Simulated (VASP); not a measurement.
# GaGe (F-43m) in VASP: a series of runs

Runs on GaGe. Level: r2SCAN. Tasks: single point.

Program: VASP 6.6.1. These are calculated values, not measurements. Logs are shortened: lines on timing, memory, paths and dates and some standing lists are left out, and cuts for length are marked.

## Step 1: The structure

It takes space group F-43m (No. 216, cubic). The conventional cell has a = 5.796 Å, b = 5.796 Å, c = 5.796 Å, α = 90.00°, β = 90.00°, γ = 90.00°. Ge (site symmetry -43m) has 4 Ga at 2.51 Å as nearest neighbours. Around Ga (site symmetry -43m) lie 4 Ge at 2.51 Å.

The cell comes from a database or a generator and needn't be the stable form of this composition.

## Step 2: Single point, r2SCAN

INCAR

```
SYSTEM = GaGe
PREC = Accurate ; ENCUT = 450
EDIFF = 1E-6 ; ISMEAR = -1
SIGMA = 0.1 ; LREAL = .False.
LASPH = .True. ; NELM = 100
ALGO = Normal ; ISIF = 2
LWAVE = .False. ; LCHARG = .False.
METAGGA = R2SCAN ; LMIXTAU = .True.
NBANDS = 10 ; ADDGRID = .False.
```

KPOINTS

```
regular mesh
0
Gamma
  5 5 5
  0 0 0
```

POSCAR

```
GaGe
1.0
    0.0000000000      2.8978440000      2.8978440000
    2.8978440000      0.0000000000      2.8978440000
    2.8978440000      2.8978440000      0.0000000000
Ge Ga
1 1
Direct
    0.0000000000      0.0000000000      0.0000000000
    0.2500000000      0.2500000000      0.2500000000
```

Potentials or basis: VASP PAW PBE potentials, release 64 (Ge, Ga).

The run is started by

```console
$ cat potpaw_PBE.64/Ge/POTCAR potpaw_PBE.64/Ga/POTCAR > POTCAR
$ mpirun -np 1 vasp_std > vasp.out
```

OUTCAR:

```text
SYSTEM = GaGe
   PREC = Accurate
   ENCUT = 450
   EDIFF = 1E-6
   ISMEAR = -1
   LREAL = .False.
   LASPH = .True.
   NELM = 100
   ISIF = 2
   METAGGA = R2SCAN

 Found     10 irreducible k-points:

 Following reciprocal coordinates:
            Coordinates               Weight
  0.000000  0.000000  0.000000      1.000000
  0.200000  0.000000  0.000000      8.000000
  0.400000  0.000000  0.000000      8.000000
  0.200000  0.200000  0.000000      6.000000
  0.400000  0.200000  0.000000     24.000000
 -0.400000  0.200000  0.000000     24.000000
   k-points           NKPTS =     10   k-points in BZ     NKDIM =     10   number of bands    NBANDS=     10
   number of dos      NEDOS =    301   number of ions     NIONS =      2
   total plane-waves  NPLWV =  21952
   dimension x,y,z NGX =    28 NGY =   28 NGZ =   28
   dimension x,y,z NGXF=    56 NGYF=   56 NGZF=   56
   ions per type =               1   1
   NGX,Y,Z   is equivalent  to a cutoff of  11.36, 11.36, 11.36 a.u.
   NGXF,Y,Z  is equivalent  to a cutoff of  22.72, 22.72, 22.72 a.u.
 SYSTEM =  GaGe
   PREC   = accura    normal or accurate (medium, high low for compatibility)
   ISTART =      0    job   : 0-new  1-cont  2-samecut
   ICHARG =      2    charge: 1-file 2-atom 10-const
   ISPIN  =      1    spin polarized calculation?
   LNONCOLLINEAR =      F non collinear calculations
   LSORBIT =      F    spin-orbit coupling
   LASPH  =      T    aspherical Exc in radial PAW
   ENCUT  =  450.0 eV  33.07 Ry    5.75 a.u.   7.09  7.09  7.09*2*pi/ulx,y,z
   NELM   =    100;   NELMIN=  2; NELMDL= -5     # of ELM steps
   EDIFF  = 0.1E-05   stopping-criterion for ELM
   LREAL  =      F    real-space projection
   EDIFFG = 0.1E-04   stopping-criterion for IOM
   NSW    =      0    number of steps for IOM
   IBRION =     -1    ionic relax: 0-MD 1-quasi-New 2-CG
   NFREE  =      0    steps in history (QN), initial steepest desc. (CG)
   ISIF   =      2    stress and relaxation
   ISYM   =      2    0-nonsym 1-usesym 2-fastsym
   POTIM  = 0.5000    time-step for ionic-motion
   TEBEG  =    0.0;   TEEND  =   0.0 temperature during run
   PSTRESS=    0.0 pullay stress
   NELECT =       7.0000    total number of electrons
   NUPDOWN=      -1.0000    fix difference up-down
   EMIN   =  10.00;   EMAX   =-10.00  energy-range for DOS
   EFERMI =   0.00;   METHOD = LEGACY
   ISMEAR =    -1;   SIGMA  =   0.10  broadening in eV -4-tet -1-fermi 0-gaus
   EFERMI_NEDOS =   21; number of points for ismear=-14 and -15
   IALGO  =     38    algorithm
   IMIX   =      4    mixing-type and parameters
     AMIX     =   0.40;   BMIX     =  1.00
     AMIX_MAG =   1.60;   BMIX_MAG =  1.00
  volume/ion in A,a.u.               =      24.33       164.22
  Fermi-wavevector in a.u.,A,eV,Ry     =   0.857740  1.620894 10.010058  0.735719
  Thomas-Fermi vector in A             =   1.974840
   LORBIT       =      0    0 simple, 1 ext, 2 COOP (PROOUT), +10 PAW based schemes
   METAGGA = R2SCAN    functional components
   LHFCALC =     F    Hartree Fock is set to
   AEXX    =    0.0000 exact exchange contribution
   IVDW    =     0    specifies the selected vdW correction
   LEPSILON=     F    determine dielectric tensor
   LRPA    =     F    only Hartree local field effects (RPA)
 non-spin polarized calculation
  energy-cutoff  :      450.00
  volume of cell :       48.67
 maximum number of plane-waves:      1073
   NGX = 15   NGY = 15   NGZ = 15

 number of electron       7.0000000 magnetization

 Free energy of the ion-electron system (eV)
  ---------------------------------------------------
  ext. energy  EPLUGINS =         0.00000000
  ---------------------------------------------------
  free energy    TOTEN  =       -25.00012885 eV

  energy without entropy =      -24.96722902  energy(sigma->0) =      -24.98367893

 E-fermi :   1.1673     XC(G=0):  -9.1484

 val. band max:        1.0360439741   @ k =  -0.4000   0.2000   0.0000
 cond. band min:       1.3376138489   @ k =   0.2000   0.2000   0.0000
 fundamental gap:      0.3015698748
 Fermi energy:         1.1673178812

 k-point     1 :       0.0000    0.0000    0.0000
  band No.  band energies     occupation
      1      -9.8021      2.00000
      2       2.9168      0.00000
      3       2.9168      0.00000
      4       2.9168      0.00000
      5       3.7707      0.00000
      6       5.8005      0.00000
      7       5.8005      0.00000
      8       5.8005      0.00000
      9       9.6066      0.00000
     10      12.2582      0.00000

 k-point     2 :       0.2000    0.0000    0.0000
  band No.  band energies     occupation
      1      -9.3292      2.00000
      2      -0.6055      2.00000
      3       2.2749      0.00003
      4       2.2749      0.00003
      5       4.2724      0.00000
      6       6.6302      0.00000
      7       6.6302      0.00000
      8       7.9700      0.00000
      9      11.0997      0.00000
     10      11.1164      0.00000

 k-point     3 :       0.4000    0.0000    0.0000
  band No.  band energies     occupation
      1      -8.1437      2.00000
      2      -3.7699      2.00000
      3       1.6326      0.01888
      4       1.6326      0.01888
      5       3.6964      0.00000
      6       6.8857      0.00000
      7       6.8857      0.00000
      8      10.0943      0.00000
      9      11.9421      0.00000
     10      12.7867      0.00000

 k-point     4 :       0.2000    0.2000    0.0000
  band No.  band energies     occupation
      1      -9.1653      2.00000
      2      -0.4821      2.00000
      3       1.3376      0.30816
      4       1.3376      0.30816
      5       4.5044      0.00000
      6       6.1915      0.00000
      7       8.1885      0.00000
      8       8.1885      0.00000
      9       9.7052      0.00000
     10      12.3107      0.00000

 k-point     5 :       0.4000    0.2000    0.0000
  band No.  band energies     occupation
      1      -8.1538      2.00000
      2      -3.0108      2.00000
      3       0.0933      1.99996
      4       0.7633      1.96541
      5       4.7739      0.00000
      6       6.7472      0.00000
      7       8.0856      0.00000
      8       8.8620      0.00000
      9      12.7215      0.00000
     10      13.4078      0.00000

 k-point     6 :      -0.4000    0.2000    0.0000
  band No.  band energies     occupation
      1      -7.4628      2.00000
      2      -4.1950      2.00000
      3      -0.7198      2.00000
      4       1.0360      1.57594
      5       4.9065      0.00000
      6       7.3967      0.00000
      7       8.2062      0.00000
      8      10.4135      0.00000
      9      11.3950      0.00000
     10      12.2887      0.00000

 [... further k-points ...]

------------------------ aborting loop because EDIFF is reached ----------------------------------------

  FORCE on cell =-STRESS in cart. coord.  units (eV):
  Direction    XX          YY          ZZ          XY          YZ          ZX
  --------------------------------------------------------------------------------------
  -------------------------------------------------------------------------------------
  Total       -0.7166336     -0.7166336     -0.7166336      0.0000000     -0.0000000      0.0000000
  in kB      -23.5913478    -23.5913478    -23.5913478      0.0000000     -0.0000000      0.0000000
  external PRESSURE =     -23.5913478 kB  Pullay stress =       0.0000000 kB

 VOLUME and BASIS-vectors are now :
 -----------------------------------------------------------------------------
  energy-cutoff  :      450.00
  volume of cell :       48.67
      direct lattice vectors                 reciprocal lattice vectors
     0.000000000  2.897844000  2.897844000    -0.172542069  0.172542069  0.172542069
     2.897844000  0.000000000  2.897844000     0.172542069 -0.172542069  0.172542069
     2.897844000  2.897844000  0.000000000     0.172542069  0.172542069 -0.172542069

 POSITION                                       TOTAL-FORCE (eV/Angst)
 -----------------------------------------------------------------------------------
      0.00000      0.00000      0.00000         0.000000      0.000000      0.000000
      1.44892      1.44892      1.44892        -0.000000     -0.000000     -0.000000
 -----------------------------------------------------------------------------------
    total drift:                                0.000000      0.000000      0.000000

  FREE ENERGIE OF THE ION-ELECTRON SYSTEM (eV)
  ---------------------------------------------------
  free  energy   TOTEN  =       -25.0001288476 eV

  energy  without entropy=      -24.9672290214  energy(sigma->0) =      -24.98367893
```

Run time: 20 s. Hardware: 1 thread of Intel Xeon Platinum 8488C (Sapphire Rapids), shared host; peak memory 0.16 GiB.

The run converged, but some of its settings lie outside the range that counts as converged, so its numbers aren't taken as properties of the crystal.

What came out:

- Free energy: -25.0001 eV
- Pressure: -2.4 GPa
- Band gap on the k mesh: none (metal or under the smearing width)

Caveat: the k mesh is coarse (spacing up to 0.38 Å⁻¹), so the values aren't converged; the PAW data sets were made with another functional, which shifts forces and pressure a little.

## Step 3: Single point, r2SCAN

Edit INCAR of step 2 so:

```diff
@@ -3,3 +3,3 @@
 EDIFF = 1E-6 ; ISMEAR = -1
-SIGMA = 0.1 ; LREAL = .False.
+SIGMA = 0.4 ; LREAL = .False.
 LASPH = .True. ; NELM = 100
```

KPOINTS is that of step 2.

POSCAR is that of step 2.

Potentials or basis: VASP PAW PBE potentials, release 64 (Ge, Ga).

The run is started by

```console
$ cat potpaw_PBE.64/Ge/POTCAR potpaw_PBE.64/Ga/POTCAR > POTCAR
$ mpirun -np 1 vasp_std > vasp.out
```

OUTCAR:

```text
SYSTEM = GaGe
   PREC = Accurate
   ENCUT = 450
   EDIFF = 1E-6
   ISMEAR = -1
   LREAL = .False.
   LASPH = .True.
   NELM = 100
   ISIF = 2
   METAGGA = R2SCAN

 Found     10 irreducible k-points:

 Following reciprocal coordinates:
            Coordinates               Weight
  0.000000  0.000000  0.000000      1.000000
  0.200000  0.000000  0.000000      8.000000
  0.400000  0.000000  0.000000      8.000000
  0.200000  0.200000  0.000000      6.000000
  0.400000  0.200000  0.000000     24.000000
[... 154 lines left out ...]
------------------------ aborting loop because EDIFF is reached ----------------------------------------

  FORCE on cell =-STRESS in cart. coord.  units (eV):
  Direction    XX          YY          ZZ          XY          YZ          ZX
  --------------------------------------------------------------------------------------
  -------------------------------------------------------------------------------------
  Total       -0.4943749     -0.4943749     -0.4943749      0.0000000     -0.0000000      0.0000000
  in kB      -16.2746635    -16.2746635    -16.2746635      0.0000000     -0.0000000      0.0000000
  external PRESSURE =     -16.2746635 kB  Pullay stress =       0.0000000 kB

 VOLUME and BASIS-vectors are now :
 -----------------------------------------------------------------------------
  energy-cutoff  :      450.00
  volume of cell :       48.67
      direct lattice vectors                 reciprocal lattice vectors
     0.000000000  2.897844000  2.897844000    -0.172542069  0.172542069  0.172542069
     2.897844000  0.000000000  2.897844000     0.172542069 -0.172542069  0.172542069
     2.897844000  2.897844000  0.000000000     0.172542069  0.172542069 -0.172542069

 POSITION                                       TOTAL-FORCE (eV/Angst)
 -----------------------------------------------------------------------------------
      0.00000      0.00000      0.00000        -0.000000     -0.000000      0.000000
      1.44892      1.44892      1.44892         0.000000      0.000000     -0.000000
 -----------------------------------------------------------------------------------
    total drift:                                0.000000      0.000000      0.000000

  FREE ENERGIE OF THE ION-ELECTRON SYSTEM (eV)
  ---------------------------------------------------
  free  energy   TOTEN  =       -25.2260553931 eV

  energy  without entropy=      -24.7649026035  energy(sigma->0) =      -24.99547900
```

Run time: 19 s. Hardware: 1 thread of Intel Xeon Platinum 8488C (Sapphire Rapids), shared host; peak memory 0.16 GiB.

The run converged, but some of its settings lie outside the range that counts as converged, so its numbers aren't taken as properties of the crystal.

What came out:

```
Free energy            : -25.2261 eV
Pressure               : -1.6 GPa
Band gap on the k mesh : none (metal or under the smearing width)
```

Caveat: the k mesh is coarse (spacing up to 0.38 Å⁻¹), so the values aren't converged; the PAW data sets were made with another functional, which shifts forces and pressure a little.
